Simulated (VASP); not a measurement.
Input of a VASP 6.6.1 run:

INCAR

```
  PREC = Accurate
  ENCUT = 520
  EDIFF = 1E-7
  ISMEAR = -1
  SIGMA = 0.05
  LREAL = False
  LASPH = True
  NELM = 80
  ALGO = Normal
  ISIF = 2
  LWAVE = False
  LCHARG = False
  GGA = PE
  NBANDS = 22
```

Contents of KPOINTS:

```
Automatic mesh
0
Gamma
  7 7 10
```

File POSCAR:

```
ZnGaN
1.0
    4.2961700000      0.0000000000      0.0000000000
   -2.1480800000      3.7205900000      0.0000000000
    0.0000000000      0.0000000000      2.6522700000
Zn Ga N
1 1 1
Direct
    0.6666700000      0.3333300000      0.5000000000
    0.3333300000      0.6666700000      0.5000000000
    0.0000000000      0.0000000000      0.0000000000
```

Potentials or basis: VASP PAW PBE potentials, release 64 (Zn, Ga_d, N).

The run is started by

```bash
$ cat potpaw_PBE.64/Zn/POTCAR potpaw_PBE.64/Ga_d/POTCAR potpaw_PBE.64/N/POTCAR > POTCAR
$ mpirun -np 1 vasp_std > vasp.out
```

What does it give for the band gap on the k mesh?

None (metal or under the smearing width).

Predict the pressure.

0.0 GPa.

Stress tensor (GPa, compression positive):
```
 0.82  0.00  0.00
 0.00  0.82  0.00
 0.00  0.00 -1.49
```
